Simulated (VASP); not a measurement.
Here is the system:

```yaml
crystal:
  lattice:
    - [2.94575, 0.00000, 0.00000]
    - [0.00000, 2.94575, 0.00000]
    - [0.00000, 0.00000, 2.94575]
  atoms:
    - { symbol: Ru, position: [0.00000, 0.00000, 0.00000] }
    - { symbol: S, position: [0.50000, 0.50000, 0.50000] }
```

These are PBEsol GGA, VASP's PBE PAW potentials (set 64) (plane waves; VASP 6.6.1) values and carry that method's errors. Run with 400 eV cut-off, Gaussian smearing of 0.050 eV, potentials Ru_pv S.

### Question
Give the energies of bands 5 to 13 at the high-symmetry points, in eV from the Fermi level.

### Answer

| band | Γ | X | M | R |
|---|---|---|---|---|
| 5 | -5.06 | -9.82 | -7.01 | -8.67 |
| 6 | -5.06 | -4.79 | -7.01 | -8.67 |
| 7 | -2.34 | -4.79 | -4.52 | -8.67 |
| 8 | -2.34 | -4.12 | -2.58 | 0.52 |
| 9 | -2.34 | -0.74 | -2.58 | 0.52 |
| 10 | -1.09 | 0.30 | -0.79 | 2.53 |
| 11 | -1.09 | 3.06 | -0.77 | 2.53 |
| 12 | -1.09 | 3.06 | 0.42 | 2.53 |
| 13 | 4.16 | 5.12 | 4.00 | 3.21 |

It has no gap at this level: it comes out as a metal or semimetal.

The structure was generated: RuS was put into the CsCl type type (Pm-3m), which need not be its known phase. It was relaxed first, which changed the volume by -26 %.
